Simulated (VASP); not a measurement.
Data:

```xyz
3
Lattice="0.0000 2.7306 2.7306 2.7306 0.0000 2.7306 2.7306 2.7306 0.0000" Properties=species:S:1:pos:R:3 pbc="T T T"
Ce     0.0000     0.0000     0.0000
O      1.3653     1.3653     1.3653
O      4.0959     4.0959     4.0959
```

Method: PBE GGA, VASP's PBE PAW potentials (set 64) (plane waves; VASP). Settings: 520 eV cut-off, 8×8×8 Γ-centred mesh, tetrahedra with Blöchl corrections, potentials Ce O.

Question: Estimate the energy per atom (σ→0).

Answer: 
- energy per atom (σ→0): -8.743 eV/atom

Total energies compare only between runs with the same potentials, cut-off and functional.

The compound is CeO2 in the fluorite structure. It was relaxed first. The run is not spin-polarised, so no magnetic state was tried.
